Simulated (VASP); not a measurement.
Consider the following.

```
BaTe
1.0
    0.00000     3.54136     3.54136
    3.54136     0.00000     3.54136
    3.54136     3.54136     0.00000
Ba Te
1 1
Direct
  0.00000   0.00000   0.00000
  0.50000   0.50000   0.50000
```

Method: PW91 GGA, VASP's PBE PAW potentials (set 64) (plane waves; VASP). Run with 520 eV cut-off, Gaussian smearing of 0.050 eV, potentials Ba_sv Te.

Unless said otherwise, spin-orbit coupling is left out, though it shifts the bands of the heavy elements here.

Task: Estimate the band gap (along the path) with the smallest direct gap where there is one.

Result: 
```
Quantity                               Result
------------------------------------  -------
band gap (along the path)             1.58 eV
smallest direct gap (along the path)  1.96 eV
```

The absolute energy has meaning only against runs of the same code, potentials and settings.

The compound is BaTe in the rock salt structure. It was relaxed first.
